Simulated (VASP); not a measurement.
Shape and ions are relaxed at each volume.

Consider the following.

```cif
data_CW
_chemical_formula_sum 'W1 C1'
_space_group_name_H-M_alt 'P-6m2'
_space_group_IT_number 187
_space_group_name_Hall 'P -6 2'
_cell_length_a 2.90915
_cell_length_b 2.90915
_cell_length_c 2.84450
_cell_angle_alpha 90.000
_cell_angle_beta 90.000
_cell_angle_gamma 120.000
loop_
_atom_site_label
_atom_site_type_symbol
_atom_site_symmetry_multiplicity
_atom_site_Wyckoff_symbol
_atom_site_fract_x
_atom_site_fract_y
_atom_site_fract_z
_atom_site_occupancy
W1 W 1 a 0.00000 0.00000 0.00000 1
C1 C 1 d 0.33333 0.66667 0.50000 1
```

Method: PBE GGA with D3 dispersion (zero damping), VASP's PBE PAW potentials (set 64) (plane waves; VASP 6.6.1). Run with 520 eV cut-off, 14×14×13 Γ-centred mesh, first-order Methfessel-Paxton smearing of 0.10 eV, potentials W_sv C.

### Question
Give the energy at these volumes per atom, relative to the lowest: 9.80, 10.11, 10.42, 10.73, 11.05 Å³.

### Answer
51.7, 12.4, 0.0, 10.7, 41.1 meV/atom. A third-order Birch-Murnaghan fit gives B0 = 392 GPa and B0′ = 4.2.

The compound is WC in the wc structure. It was relaxed first.
